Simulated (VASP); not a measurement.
Computed with PBEsol GGA, VASP's PBE PAW potentials (set 64) (plane waves; VASP).

The input files of a VASP run:

### INCAR
```
# general
SYSTEM =Nb3VN4
PREC   =Accurate
ENCUT  =520   # plane-wave cut-off (eV)
LREAL  =F
LASPH  =T   # aspherical one-centre terms
ICHARG =11   # fixed density

# electronic loop
EDIFF  =1E-7   # SCF stop (eV)
NELM   =100   # most electronic steps
ALGO   =Normal   # blocked Davidson
LMAXMIX=4

# smearing
ISMEAR =0
SIGMA  =0.05

# functional
GGA    =PS   # PBEsol

# output
LWAVE  =F
LCHARG =F
LORBIT =11
```

### KPOINTS
```
k-points along high-symmetry lines
15
Line-mode
Reciprocal
  0.000000   0.000000   0.000000 ! GAMMA
  0.000000   0.500000   0.000000 ! X

  0.000000   0.500000   0.000000 ! X
  0.500000   0.500000   0.000000 ! M

  0.500000   0.500000   0.000000 ! M
  0.000000   0.000000   0.000000 ! GAMMA

  0.000000   0.000000   0.000000 ! GAMMA
  0.500000   0.500000   0.500000 ! R

  0.500000   0.500000   0.500000 ! R
  0.000000   0.500000   0.000000 ! X

  0.500000   0.500000   0.500000 ! R
  0.500000   0.500000   0.000000 ! M
```

### POSCAR
```
Nb3VN4
8.638250
  0.5000000052   0.0000000000   0.0000000000
  0.0000000000   0.5000000052   0.0000000000
  0.0000000000   0.0000000000   0.5000000052
V N Nb
1 4 3
Cart
  0.0000000000   0.0000000000   0.0000000000
  0.2500000026   0.2500000026   0.2500000026
  0.0000000000   0.0000000000   0.2500000026
  0.0000000000   0.2500000026   0.0000000000
  0.2500000026   0.0000000000   0.0000000000
  0.2500000026   0.2500000026   0.0000000000
  0.2500000026   0.0000000000   0.2500000026
  0.0000000000   0.2500000026   0.2500000026
```

POTCAR, in this order: V_sv N Nb_sv (PBE.64 set). Program: vasp_std. Read from the step before: CHGCAR.

Output

File OUTCAR:
```
 ion  position               nearest neighbor table
   1  0.000  0.000  0.000-   3 2.16   4 2.16   5 2.16   3 2.16   4 2.16   5 2.16
   2  0.500  0.500  0.500-   6 2.16   7 2.16   8 2.16   6 2.16   7 2.16   8 2.16
   3  0.000  0.000  0.500-   1 2.16   7 2.16   8 2.16   1 2.16   8 2.16   7 2.16
   4  0.000  0.500  0.000-   1 2.16   6 2.16   8 2.16   8 2.16   1 2.16   6 2.16
   5  0.500  0.000  0.000-   1 2.16   6 2.16   7 2.16   7 2.16   6 2.16   1 2.16
   6  0.500  0.500  0.000-   2 2.16   4 2.16   5 2.16   2 2.16   5 2.16   4 2.16
   7  0.500  0.000  0.500-   2 2.16   3 2.16   5 2.16   5 2.16   2 2.16   3 2.16
   8  0.000  0.500  0.500-   2 2.16   3 2.16   4 2.16   4 2.16   3 2.16   2 2.16
  LATTYP: Found a simple cubic cell.
 ALAT       =     4.3191250448
 Subroutine PRICEL returns:
 Original cell was already a primitive cell.
 Subroutine GETGRP returns: Found 48 space group operations
The static configuration has the point symmetry O_h .
The dynamic configuration has the point symmetry O_h .
 Subroutine INISYM returns: Found 48 space group operations
   k-points           NKPTS =     90   k-points in BZ     NKDIM =     90   number of bands    NBANDS=     43
   number of dos      NEDOS =    301   number of ions     NIONS =      8
   total plane-waves  NPLWV =  32768
   dimension x,y,z NGX =    32 NGY =   32 NGZ =   32
   dimension x,y,z NGXF=    64 NGYF=   64 NGZF=   64
   ions per type =               1   4   3
   PREC   = accura    normal or accurate (medium, high low for compatibility)
   ISTART =      0    job   : 0-new  1-cont  2-samecut
   ICHARG =     11    charge: 1-file 2-atom 10-const
   ISPIN  =      1    spin polarized calculation?
   LNONCOLLINEAR =      F non collinear calculations
   LSORBIT =      F    spin-orbit coupling
   INIWAV =      1    electr: 0-lowe 1-rand  2-diag
   ENCUT  =  520.0 eV  38.22 Ry    6.18 a.u.   8.03  8.03  8.03*2*pi/ulx,y,z
   NELM   =    100;   NELMIN=  2; NELMDL= -5     # of ELM steps
   EDIFF  = 0.1E-06   stopping-criterion for ELM
   LREAL  =      F    real-space projection
   NLSPLINE    = F    spline interpolate recip. space projectors
   LMAXMIX     =    4 max onsite mixed and CHGCAR
   VOSKOWN=      0    Vosko Wilk Nusair interpolation
   EDIFFG = 0.1E-05   stopping-criterion for IOM
   NSW    =      0    number of steps for IOM
   NBLOCK =      1;   KBLOCK =      1    inner block; outer block
...
```

OSZICAR:
```
       N       E                     dE             d eps       ncg     rms          rms(c)
DAV:   1     0.941404321625E+03    0.94140E+03   -0.39864E+04  7740   0.184E+03
DAV:   2     0.126907501963E+02   -0.92871E+03   -0.90869E+03  8305   0.695E+02
DAV:   3    -0.776159903119E+02   -0.90307E+02   -0.87501E+02 12666   0.168E+02
DAV:   4    -0.846369516266E+02   -0.70210E+01   -0.68958E+01 12288   0.412E+01
DAV:   5    -0.850892608239E+02   -0.45231E+00   -0.44544E+00 13008   0.962E+00
DAV:   6    -0.851222902124E+02   -0.33029E-01   -0.31256E-01 12770   0.183E+00
DAV:   7    -0.851265966311E+02   -0.43064E-02   -0.41353E-02 12904   0.425E-01
DAV:   8    -0.851273569374E+02   -0.76031E-03   -0.74591E-03 12637   0.113E-01
DAV:   9    -0.851274949075E+02   -0.13797E-03   -0.13624E-03 11472   0.369E-02
DAV:  10    -0.851275227323E+02   -0.27825E-04   -0.27554E-04  8042   0.122E-02
DAV:  11    -0.851275283555E+02   -0.56232E-05   -0.55857E-05  6872   0.507E-03
DAV:  12    -0.851275295162E+02   -0.11608E-05   -0.11582E-05  6834   0.215E-03
DAV:  13    -0.851275297591E+02   -0.24283E-06   -0.23962E-06  6744   0.112E-03
DAV:  14    -0.851275298083E+02   -0.49208E-07   -0.49447E-07  6601   0.635E-04
   1 F= -.85127530E+02 E0= -.85121424E+02  d E =-.122123E-01
```

OUTCAR:
```
 val. band max:       13.6972309228   @ k =   0.0000   0.4643   0.0000

 cond. band min:      13.7002579441   @ k =   0.1429   0.5000   0.0000



 k-point     1 :       0.0000    0.0000    0.0000
  band No.  band energies     occupation
      1     -51.3487      2.00000
      2     -42.7410      2.00000
      3     -42.5715      2.00000
      4     -42.5715      2.00000
      5     -25.3574      2.00000
      6     -25.3574      2.00000
      7     -25.3574      2.00000
      8     -19.2578      2.00000
      9     -19.2578      2.00000
     10     -19.2578      2.00000
     11     -18.7952      2.00000
     12     -18.7952      2.00000
     13     -18.7952      2.00000
     14     -18.5213      2.00000
     15     -18.5213      2.00000
     16     -18.5213      2.00000
     17      -4.1819      2.00000
     18      -3.6151      2.00000
     19      -3.0465      2.00000
     20      -3.0465      2.00000
     21       7.5631      2.00000
     22       7.5631      2.00000
     23       7.5631      2.00000
     24       8.6485      2.00000
     25       8.6485      2.00000
     26       8.6485      2.00000
     27       9.3610      2.00000
     28       9.3610      2.00000
     29       9.3610      2.00000
     30       9.8521      2.00000
     31       9.8521      2.00000
     32       9.8521      2.00000
     33      10.4383      2.00000
     34      10.4383      2.00000
     35      10.4383      2.00000
     36      11.7053      2.00000
     37      11.7053      2.00000
     38      11.7053      2.00000
     39      13.2727      2.00000
     40      13.2727      2.00000
     41      14.6210      0.00000
     42      14.6231      0.00000
     43      15.3553      0.00000

 k-point     2 :       0.0000    0.0357    0.0000
  band No.  band energies     occupation
      1     -51.3487      2.00000
      2     -42.7405      2.00000
      3     -42.5719      2.00000
      4     -42.5714      2.00000
      5     -25.3574      2.00000
      6     -25.3574      2.00000
...
```

The density is held fixed in this step, so its total energy and stress have no physical meaning.

The structure was generated: Nb3VN4 was put into an ordered model structure (Pm-3m), which need not be its known phase. It was relaxed first. The run is not spin-polarised, so no magnetic state was tried.
